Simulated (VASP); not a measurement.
Here is the system:

```yaml
crystal:
  lattice:
    - [3.02593, 0.00000, 0.00000]
    - [-1.51296, 2.62053, 0.00000]
    - [0.00000, 0.00000, 3.22877]
  atoms:
    - { symbol: Ti, position: [0.00000, 0.00000, 0.00000] }
    - { symbol: B, position: [0.33333, 0.66667, 0.50000] }
    - { symbol: B, position: [0.66667, 0.33333, 0.50000] }
```

The numbers are results of PBE GGA, VASP's PBE PAW potentials (set 64) (plane waves; VASP), not measurements. Run with 400 eV cut-off, 8×8×7 Γ-centred mesh, Gaussian smearing of 0.14 eV, potentials Ti_sv B.

Task: Give the energies of bands 6 to 12 at the high-symmetry points, in eV from the Fermi level.

Result: 
```tsv
band	Γ	M	K	A	L	H
6	-2.66	-9.30	-8.38	-7.67	-7.63	-8.64
7	-2.66	-3.33	-7.41	-0.61	-4.71	-5.80
8	-2.41	-3.30	-1.94	-0.61	-3.88	-3.23
9	-2.18	-2.33	-1.94	-0.23	-3.21	-3.23
10	1.83	1.27	1.31	-0.23	2.41	2.44
11	1.83	2.69	1.31	0.38	2.87	4.17
12	3.59	3.16	1.94	0.38	4.40	4.17
```

It has no gap at this level: it comes out as a metal or semimetal.

The structure comes from a computed database's TiB2 entry; how it stands against other phases isn't given here. The cell was not relaxed at this level.
